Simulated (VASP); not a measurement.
Input:

```
CELL_PARAMETERS angstrom
      0.00000     2.69506     2.69506
      2.69506     0.00000     2.69506
      2.69506     2.69506     0.00000
ATOMIC_POSITIONS crystal
  Si 0.25000 0.25000 0.25000
  Si 0.75000 0.75000 0.75000
  Ni 0.00000 0.00000 0.00000
```

Calculation: PBE GGA with D4 dispersion, VASP's PBE PAW potentials (set 64) (plane waves; VASP). Numerical set-up: 520 eV cut-off, Gaussian smearing of 0.050 eV, potentials Si Ni.

Question: Give the energies of bands 2 to 12 at the high-symmetry points, in eV from the Fermi level.

Answer: 
| band | Γ | X | U | L | W |
|---|---|---|---|---|---|
| 2 | -5.29 | -8.13 | -8.95 | -10.10 | -8.99 |
| 3 | -5.29 | -7.37 | -7.52 | -4.86 | -7.14 |
| 4 | -5.29 | -4.59 | -5.04 | -4.86 | -6.82 |
| 5 | -3.59 | -4.59 | -4.48 | -3.78 | -3.80 |
| 6 | -3.59 | -3.67 | -3.87 | -3.40 | -3.80 |
| 7 | -0.25 | -3.67 | -3.49 | -3.40 | -3.67 |
| 8 | 1.69 | -3.50 | -2.98 | -1.49 | -3.25 |
| 9 | 1.69 | -3.18 | -2.69 | -1.49 | -2.49 |
| 10 | 1.69 | -0.44 | 0.18 | 1.78 | 2.21 |
| 11 | 2.25 | 1.37 | 3.64 | 1.78 | 2.21 |
| 12 | 2.25 | 7.71 | 4.68 | 1.78 | 4.64 |

It has no gap at this level: it comes out as a metal or semimetal.

The compound is NiSi2 in the fluorite structure. It was relaxed first. The run is not spin-polarised, so no magnetic state was tried.
